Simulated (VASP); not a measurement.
An input for Ansatz (written as the equivalent of a VASP run, and not itself run):

Ansatz 0.2 input:
```yaml
crystal:
  lattice:
    - [0.0000000, 2.4204038, 2.4204038]
    - [2.4204038, 0.0000000, 2.4204038]
    - [2.4204038, 2.4204038, 0.0000000]
  atoms:
    - { symbol: Sr, position: [0.0000000, 0.0000000, 0.0000000] }
    - { symbol: O, position: [0.5000000, 0.5000000, 0.5000000] }
kpoints:
  mp_grid: { grid: [8, 8, 8] }
hamiltonian:
  xc: pbe
  pseudopotentials: { kind: paw }
scf:
  occupations: { method: gaussian, width: 0.05 }
  max_iter: 100
relax:
  max_steps: 40
  f_tol: 0.01
  cell: { p_target: 30 }
output: { forces: true, stress: true, eigenvalues: true }
```

Problem. Write the VASP files for the same calculation (PBE).

Solution. This is not unique; one that fits is 
**POSCAR**
```
SrO
1
    0.0000000000     2.4204037630     2.4204037630
    2.4204037630     0.0000000000     2.4204037630
    2.4204037630     2.4204037630    -0.0000000000
Sr O
1 1
Direct
  0.0000000000   0.0000000000   0.0000000000
  0.5000000000   0.5000000000   0.5000000000
```

### INCAR
```
SYSTEM = SrO
PREC = Accurate
ENCUT = 600
EDIFF = 1E-7
NELM = 100
ALGO = Normal
LREAL = .FALSE.
LASPH = .TRUE.
ISMEAR = 0
SIGMA = 0.05
GGA = PE
LMAXMIX = 4
LWAVE = .FALSE.
LCHARG = .FALSE.
ISIF = 3
IBRION = 2
NSW = 40
EDIFFG = -0.01
PSTRESS = 300
```

KPOINTS:
```
Automatic mesh
0
Gamma
8 8 8
0 0 0
```

POTCAR, in this order: Sr_sv O (PBE.64 set). Program: vasp_std.

Limits of the translation: each code has its own PAW files, so the cut-off isn't converted (ENCUT is set for VASP's; basis.ecutwfc is left out, and Ansatz then takes the one that its files recommend); Ansatz stops its SCF on the density residual and VASP on the energy change (EDIFF).

The compound is SrO in the rock salt structure. It was relaxed first under an external pressure of 30 GPa.
